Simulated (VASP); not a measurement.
A convergence study with VASP on ZnO (wurtzite): one setting is varied, all else stays as given below, so the limit is that of these other settings.

```yaml
crystal:
  lattice:
    - [1.62500, -2.81458, 0.00000]
    - [1.62500, 2.81458, 0.00000]
    - [0.00000, 0.00000, 5.21000]
  atoms:
    - { symbol: Zn, position: [0.66667, 0.33333, 0.50000] }
    - { symbol: Zn, position: [0.33333, 0.66667, 0.00000] }
    - { symbol: O, position: [0.66667, 0.33333, 0.88200] }
    - { symbol: O, position: [0.33333, 0.66667, 0.38200] }
```

Level of theory: PBE GGA, VASP's PBE PAW potentials (set 64) (plane waves; VASP). The tightest run used: 700 eV cut-off, 17×17×9 Γ-centred mesh, tetrahedra with Blöchl corrections, potentials Zn O.

Task: The settings run are 3×3×2 mesh; 4×4×2 mesh; 5×5×3 mesh; 6×6×3 mesh; 7×7×4 mesh; 8×8×4 mesh; 9×9×5 mesh; 10×10×6 mesh; 11×11×6 mesh; 12×12×7 mesh; 13×13×7 mesh; 14×14×8 mesh; 15×15×8 mesh; 16×16×9 mesh; 17×17×9 mesh. From which on does the energy per atom stay within 0.01 eV/atom of the tightest run?

Result: From 4×4×2 mesh on: it is off by 0.0073 there and by no more than 0.01 in any finer run, while 3×3×2 mesh is off by 0.0310.
```json
[
 {"setting": "3×3×2 mesh", "E (eV/atom)": "-4.4278", "pressure (GPa)": "5.80", "irreducible k-points": "6", "difference judged (eV/atom)": "0.0310"},
 {"setting": "4×4×2 mesh", "E (eV/atom)": "-4.4515", "pressure (GPa)": "5.58", "irreducible k-points": "8", "difference judged (eV/atom)": "0.0073"},
 {"setting": "5×5×3 mesh", "E (eV/atom)": "-4.4568", "pressure (GPa)": "5.60", "irreducible k-points": "10", "difference judged (eV/atom)": "0.0019"},
 {"setting": "6×6×3 mesh", "E (eV/atom)": "-4.4578", "pressure (GPa)": "5.59", "irreducible k-points": "14", "difference judged (eV/atom)": "0.0009"},
 {"setting": "7×7×4 mesh", "E (eV/atom)": "-4.4585", "pressure (GPa)": "5.60", "irreducible k-points": "24", "difference judged (eV/atom)": "0.0003"},
 {"setting": "8×8×4 mesh", "E (eV/atom)": "-4.4586", "pressure (GPa)": "5.60", "irreducible k-points": "30", "difference judged (eV/atom)": "0.0002"},
 {"setting": "9×9×5 mesh", "E (eV/atom)": "-4.4587", "pressure (GPa)": "5.61", "irreducible k-points": "36", "difference judged (eV/atom)": "0.0001"},
 {"setting": "10×10×6 mesh", "E (eV/atom)": "-4.4587", "pressure (GPa)": "5.61", "irreducible k-points": "56", "difference judged (eV/atom)": "0.0000"},
 {"setting": "11×11×6 mesh", "E (eV/atom)": "-4.4587", "pressure (GPa)": "5.61", "irreducible k-points": "64", "difference judged (eV/atom)": "0.0000"},
 {"setting": "12×12×7 mesh", "E (eV/atom)": "-4.4587", "pressure (GPa)": "5.61", "irreducible k-points": "76", "difference judged (eV/atom)": "0.0000"},
 {"setting": "13×13×7 mesh", "E (eV/atom)": "-4.4587", "pressure (GPa)": "5.61", "irreducible k-points": "84", "difference judged (eV/atom)": "0.0000"},
 {"setting": "14×14×8 mesh", "E (eV/atom)": "-4.4587", "pressure (GPa)": "5.61", "irreducible k-points": "120", "difference judged (eV/atom)": "0.0000"},
 {"setting": "15×15×8 mesh", "E (eV/atom)": "-4.4587", "pressure (GPa)": "5.61", "irreducible k-points": "135", "difference judged (eV/atom)": "0.0000"},
 {"setting": "16×16×9 mesh", "E (eV/atom)": "-4.4587", "pressure (GPa)": "5.61", "irreducible k-points": "150", "difference judged (eV/atom)": "0.0000"},
 {"setting": "17×17×9 mesh", "E (eV/atom)": "-4.4587", "pressure (GPa)": "5.61", "irreducible k-points": "165", "difference judged (eV/atom)": "0.0000"}
]
```

Left out are rungs that failed or repeat a setting and relaxations that didn't move; long series are thinned to 24 rows.

The compound is ZnO in the wurtzite structure. The cell was not relaxed at this level.
